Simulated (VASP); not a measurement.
An input for Ansatz (written as the equivalent of a VASP run, and not itself run):

Ansatz 0.2 input:
```yaml
crystal:
  lattice:
    - [0.0000000, 2.7155000, 2.7155000]
    - [2.7155000, 0.0000000, 2.7155000]
    - [2.7155000, 2.7155000, 0.0000000]
  atoms:
    - { symbol: Si, position: [0.5000000, 0.5000000, 0.5000000] }
    - { symbol: Si, position: [0.7500000, 0.7500000, 0.7500000] }
kpoints:
  mp_grid: { grid: [8, 8, 8] }
hamiltonian:
  xc: pbe
  pseudopotentials: { kind: paw }
scf:
  occupations: { method: gaussian, width: 0.05 }
  max_iter: 100
relax:
  max_steps: 60
  f_tol: 0.01
  cell: {}
output: { forces: true, stress: true, eigenvalues: true }
```

### Question
Write the VASP files for the same calculation (PBE).

### Answer
One answer among several that fit: 
### INCAR
```
ALGO = Normal
EDIFF = 1E-6
EDIFFG = -0.01
ENCUT = 480
GGA = PE
IBRION = 2
ISIF = 3
ISMEAR = 0
LASPH = .TRUE.
LCHARG = .FALSE.
LREAL = .FALSE.
LWAVE = .FALSE.
NELM = 100
NSW = 60
PREC = Accurate
SIGMA = 0.05
SYSTEM = Si
```

KPOINTS:
```
Automatic mesh
0
Gamma
8 8 8
0 0 0
```

### POSCAR
```
Si
1.0
  0.0000000000   2.7155000000   2.7155000000
  2.7155000000   0.0000000000   2.7155000000
  2.7155000000   2.7155000000   0.0000000000
Si
2
Cartesian
  2.7155000000   2.7155000000   2.7155000000
  4.0732500000   4.0732500000   4.0732500000
```

POTCAR, in this order: Si (PBE.64 set). Program: vasp_std.

What does not carry over: each code has its own PAW files, so the cut-off isn't converted (ENCUT is set for VASP's; basis.ecutwfc is left out, and Ansatz then takes the one that its files recommend); Ansatz stops its SCF on the density residual and VASP on the energy change (EDIFF).

The compound is Si in the diamond structure. This run relaxes it. Symmetry was kept, so distortions that lower it aren't found.
